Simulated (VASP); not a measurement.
Method: LDA (Ceperley-Alder, Perdew-Zunger), VASP's LDA PAW potentials (set 64) (plane waves; VASP).

VASP ran on this input.

**INCAR**
```
ISIF = 2   # forces and stress, cell fixed
ENCUT = 400
PREC = Accurate
LWAVE = F
LMAXMIX = 4
NEDOS = 601
LREAL = F   # projection in real space or not
NELM = 100
ISMEAR = -5   # tetrahedra, Bloechl
EDIFF = 1E-7
LASPH = T   # aspherical one-centre terms
LCHARG = T
LORBIT = 11   # lm-projected
SYSTEM = TiAl
ALGO = Normal   # blocked Davidson
```

KPOINTS:
```
Automatic mesh
0
Gamma
15 15 10
0 0 0
```

**POSCAR**
```
TiAl
1
    2.7689430273     0.0000000000     0.0000000000
    0.0000000000     2.7689430273    -0.0000000000
    0.0000000000    -0.0000000000     3.9851724338
Ti Al
1 1
Direct
  0.0000000000   0.0000000000   0.0000000000
  0.5000000000   0.5000000000   0.5000000000
```

POTCAR, in this order: Ti_sv Al (LDA.64 set). Program: vasp_std.

The resulting files:

OSZICAR:
```
       N       E                     dE             d eps       ncg     rms          rms(c)
DAV:   1     0.761355581261E+02    0.76136E+02   -0.65411E+03  4758   0.117E+03
DAV:   2    -0.101749499273E+02   -0.86311E+02   -0.83887E+02  4851   0.302E+02
DAV:   3    -0.149253568922E+02   -0.47504E+01   -0.45610E+01  7200   0.710E+01
DAV:   4    -0.150958518573E+02   -0.17049E+00   -0.16940E+00  5961   0.114E+01
DAV:   5    -0.151029719888E+02   -0.71201E-02   -0.71255E-02  6856   0.210E+00    0.100E+01
DAV:   6    -0.137436452337E+02    0.13593E+01   -0.11336E+01  5854   0.374E+01    0.328E+00
DAV:   7    -0.136020913264E+02    0.14155E+00   -0.10200E+00  5487   0.111E+01    0.203E+00
DAV:   8    -0.135834030131E+02    0.18688E-01   -0.12948E-01  5309   0.373E+00    0.443E-01
DAV:   9    -0.135820638884E+02    0.13391E-02   -0.21011E-02  5645   0.196E+00    0.244E-01
DAV:  10    -0.135820757376E+02   -0.11849E-04   -0.14627E-03  5923   0.406E-01    0.568E-02
DAV:  11    -0.135821142096E+02   -0.38472E-04   -0.29734E-04  6003   0.198E-01    0.356E-02
DAV:  12    -0.135821147422E+02   -0.53254E-06   -0.19831E-05  5479   0.528E-02    0.120E-02
DAV:  13    -0.135821149950E+02   -0.25285E-06   -0.11211E-06  5641   0.126E-02    0.410E-03
DAV:  14    -0.135821152332E+02   -0.23816E-06   -0.23077E-07  4625   0.546E-03    0.571E-04
DAV:  15    -0.135821151445E+02    0.88620E-07   -0.27602E-08  2714   0.194E-03
   1 F= -.13582115E+02 E0= -.13582115E+02  d E =0.000000E+00
```

**OUTCAR**
```
------------------------ aborting loop because EDIFF is reached ----------------------------------------
  FORCE on cell =-STRESS in cart. coord.  units (eV):
  Direction    XX          YY          ZZ          XY          YZ          ZX
  --------------------------------------------------------------------------------------
  Total       -0.0217578     -0.0217578      0.0599190      0.0000000      0.0000000      0.0000000
  in kB       -1.1409066     -1.1409066      3.1419534      0.0000000      0.0000000      0.0000000
  external PRESSURE =       0.2867134 kB  Pullay stress =       0.0000000 kB
  volume of cell :       30.55
      direct lattice vectors                 reciprocal lattice vectors
     2.768943027  0.000000000  0.000000000     0.361148637  0.000000000  0.000000000
     0.000000000  2.768943027  0.000000000     0.000000000  0.361148637  0.000000000
     0.000000000  0.000000000  3.985172434     0.000000000  0.000000000  0.250930171
 POSITION                                       TOTAL-FORCE (eV/Angst)
 -----------------------------------------------------------------------------------
      0.00000      0.00000      0.00000         0.000000      0.000000      0.000000
      1.38447      1.38447      1.99259         0.000000      0.000000      0.000000
 -----------------------------------------------------------------------------------
    total drift:                               -0.000000     -0.000000     -0.000000
  FREE ENERGIE OF THE ION-ELECTRON SYSTEM (eV)
  ---------------------------------------------------
  free  energy   TOTEN  =       -13.5821151445 eV

  energy  without entropy=      -13.5821151445  energy(sigma->0) =      -13.58211514

 total charge

# of ion       s       p       d       tot
------------------------------------------
    1        2.211   6.132   2.034  10.377
    2        0.425   0.447   0.000   0.873
--------------------------------------------------
tot          2.636   6.579   2.034  11.250
```
(Selected blocks of OUTCAR.)

For a metal the tetrahedron method with Blöchl corrections gives inexact stress and forces.

The compound is TiAl in the L1_0 structure. It was relaxed first, which changed the volume by -6 %. The electron count is odd and the run is not spin-polarised, which forces a metal.
